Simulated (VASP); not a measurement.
AlN:

```
CELL_PARAMETERS angstrom
3.11798 0.00000 0.00000
-1.55899 2.70025 0.00000
0.00000 0.00000 5.05114
ATOMIC_POSITIONS crystal
Al 0.33333 0.66667 0.00000
Al 0.66667 0.33333 0.50000
N 0.33333 0.66667 0.37800
N 0.66667 0.33333 0.87800
```

The cell was built by a generator and isn't the measured one.

```yaml
Program: VASP 6.6.1
Task: relaxation of cell and atoms
Functional: LDA
Potentials_or_basis: VASP PAW LDA potentials, release 64 (Al, N)
Cutoff: 600 eV
k_mesh: 9 × 9 × 6
Occupations: gaussian, width 0.02 eV
Spin: no spin polarisation
```

At the start: pressure -7.3 GPa; volume 10.63 Å³/atom.

Where does the relaxation end?

Over 10 steps the energy falls by 10.3 meV/atom and the volume is 10.24 Å³/atom (-3.7 %); space group P6_3mc (No. 186, to 0.05 Å).

The path:
| step | energy change (eV) | largest force (eV/Å) | pressure (GPa) | volume (Å³) |
| --- | --- | --- | --- | --- |
| 1 | 0.0000 | 0.1022 | -7.32 | 42.53 |
| 2 | -0.0088 | 0.0684 | 7.58 | 39.61 |
| 3 | -0.0387 | 0.0836 | 0.14 | 40.94 |
| 4 | -0.0387 | 0.0832 | 0.30 | 40.91 |
| 5 | -0.0406 | 0.0402 | 0.20 | 40.91 |
| 6 | -0.0411 | 0.0018 | 0.10 | 40.92 |
| 7 | -0.0411 | 0.0038 | 0.10 | 40.92 |
| 8 | -0.0411 | 0.0053 | 0.11 | 40.92 |
| 9 | -0.0411 | 0.0032 | -0.11 | 40.96 |
| 10 | -0.0412 | 0.0013 | 0.00 | 40.94 |

Final structure:
```yaml
crystal:
  lattice:
    - [3.09105, 0.00000, 0.00000]
    - [-1.54552, 2.67692, 0.00000]
    - [0.00000, 0.00000, 4.94793]
  atoms:
    - { symbol: Al, position: [0.33333, 0.66667, 0.99804] }
    - { symbol: Al, position: [0.66667, 0.33333, 0.49804] }
    - { symbol: N, position: [0.33333, 0.66667, 0.37996] }
    - { symbol: N, position: [0.66667, 0.33333, 0.87996] }
```
